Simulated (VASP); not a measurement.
SnSe2:

```
Sn Se
1.0
     3.82516    0.00000    0.00000
    -1.91258    3.31269    0.00000
     0.00000    0.00000    6.22706
Sn Se
1 2
Direct
  0.00000 0.00000 0.00000
  0.33333 0.66667 0.25308
  0.66667 0.33333 0.74692
```

Base run:

```yaml
Program: VASP 6.6.1
Functional: PBEsol
Potentials_or_basis: VASP PAW PBE potentials, release 64 (Sn_d, Se)
Cutoff: 520 eV
k_mesh: 6 × 6 × 4
Occupations: gaussian, width 0.01 eV
Spin: no spin polarisation
```

Its results: band gap on the k mesh 0.72 eV, indirect (least direct gap 1.03 eV); pressure 0.1 GPa; largest force 0.092 eV/Å.

The run is repeated on the same cell with these changes: functional from PBEsol to PBE; further incar settings from ALGO = Normal; EDIFF = 1e-06; NBANDS = 20 to ALGO = Fast; EDIFF = 1e-07; NBANDS = 20. What comes out?

Band gap on the k mesh 0.79 eV, indirect (least direct gap 1.12 eV); pressure 3.0 GPa; largest force 0.262 eV/Å.

Caveats: spin-orbit coupling is left out, which moves the levels of the heavy elements; this functional lacks dispersion, which binds the layers, so the pressure and a relaxed spacing across them are unreliable; the PAW data sets were made with another functional, which shifts forces and pressure a little (some runs).

A k mesh can miss the band edges.
